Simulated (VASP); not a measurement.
Data:

```xyz
4
Lattice="5.0373 0.0000 0.0000 -2.5186 4.3624 0.0000 0.0000 0.0000 8.8692" Properties=species:S:1:pos:R:3 pbc="T T T"
Cs     0.0000     0.0000     0.0000
Cs     0.0000     0.0000     4.4346
Br     0.0000     2.9083     2.2173
Br     2.5186     1.4541     6.6519
```

Calculation: r2SCAN meta-GGA, VASP's PBE PAW potentials (set 64) (plane waves; VASP). Settings: 400 eV cut-off, 5×5×3 Γ-centred mesh, Gaussian smearing of 0.050 eV, potentials Cs_sv Br.

What does the run give for the energy per atom (σ→0)?

```yaml
energy per atom (σ→0): -21.134 eV/atom
```

Only differences to runs with the same potentials and settings are physical.

The structure was generated: CsBr was put into the NiAs type type (P6_3/mmc), which need not be its known phase. It was relaxed first, which changed the volume by -17 %. The start is the result of an earlier pass.
